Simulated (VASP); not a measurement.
An input for Ansatz (written as the equivalent of a VASP run, and not itself run):

Ansatz 0.2 input:
```yaml
crystal:
  lattice:
    - [3.3204521, 0.0000000, 0.0000000]
    - [-1.6602260, 2.8755957, 0.0000000]
    - [0.0000000, 0.0000000, 14.3824401]
  atoms:
    - { symbol: Mo, position: [0.0000000, 0.0000000, 0.2500000] }
    - { symbol: Mo, position: [0.0000000, 0.0000000, 0.7500000] }
    - { symbol: Se, position: [0.3333330, 0.6666670, 0.3661930] }
    - { symbol: Se, position: [0.6666670, 0.3333330, 0.6338070] }
    - { symbol: Se, position: [0.6666670, 0.3333330, 0.8661930] }
    - { symbol: Se, position: [0.3333330, 0.6666670, 0.1338070] }
kpoints:
  mp_grid: { grid: [6, 6, 2] }
hamiltonian:
  xc: pbe
  pseudopotentials: { kind: paw }
scf:
  occupations: { method: gaussian, width: 0.05 }
  max_iter: 100
output: { forces: true, stress: true, eigenvalues: true }
```

Question: Write the VASP files for the same calculation (PBE).

Answer: This is not unique; one that fits is 
KPOINTS:
```
K-points
0
gamma
 6 6 2
0 0 0
```

### INCAR
```
LASPH  =  .TRUE.   ! aspherical one-centre terms
LWAVE  =  .TRUE.
LCHARG  =  .FALSE.
LREAL  =  .FALSE.   ! projection in real space or not
SYSTEM  =  MoSe2
SIGMA  =  0.05
ISMEAR  =  0
ALGO  =  Normal
GGA  =  PE   ! PBE
PREC  =  Accurate
ENCUT  =  400
LMAXMIX  =  4   ! l cut-off of mixed one-centre charges
NELM  =  100   ! most electronic steps
EDIFF  =  1E-6   ! SCF stop (eV)
```

### POSCAR
```
MoSe2
1
    3.3204520800     0.0000000000     0.0000000000
   -1.6602260401     2.8755957201     0.0000000000
    0.0000000000     0.0000000000    14.3824401206
Mo Se
2 4
Direct
  0.0000000000   0.0000000000   0.2500000000
  0.0000000000   0.0000000000   0.7500000000
  0.3333330000   0.6666670000   0.3661930459
  0.6666670000   0.3333330000   0.6338069541
  0.6666670000   0.3333330000   0.8661930459
  0.3333330000   0.6666670000   0.1338069541
```

POTCAR, in this order: Mo_sv Se (PBE.64 set). Program: vasp_std.

Limits of the translation: each code has its own PAW files, so the cut-off isn't converted (ENCUT is set for VASP's; basis.ecutwfc is left out, and Ansatz then takes the one that its files recommend); Ansatz stops its SCF on the density residual and VASP on the energy change (EDIFF).

The structure comes from a computed database's MoSe2 entry (P6_3/mmc); how it stands against other phases isn't given here. It was relaxed first.
